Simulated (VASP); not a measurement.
Energy against volume of BP (zinc blende). Level of theory: revTPSS meta-GGA, VASP's PBE PAW potentials (set 64) (plane waves; VASP). Numerical set-up: 520 eV cut-off, 10×10×10 Γ-centred mesh, Gaussian smearing of 0.050 eV, potentials B P.

| V (Å³/atom) | E (eV/atom) |
|---|---|
| 11.277 | -7.57509 |
| 11.625 | -7.58093 |
| 11.974 | -7.57598 |
| 12.323 | -7.56169 |

Fit these four points and predict the energy of the run at 10.928 Å³/atom.

A cubic in V^(−2/3), the third-order Birch-Murnaghan form, passes through the four points with V0 = 11.63 Å³/atom and B0 = 165 GPa, and gives -7.5567 eV/atom there. The run gave -7.5568 eV/atom, -0.1 meV/atom from the fit; all five points give B0 = 164 GPa.

The compound is BP in the zinc blende structure. It was relaxed first.
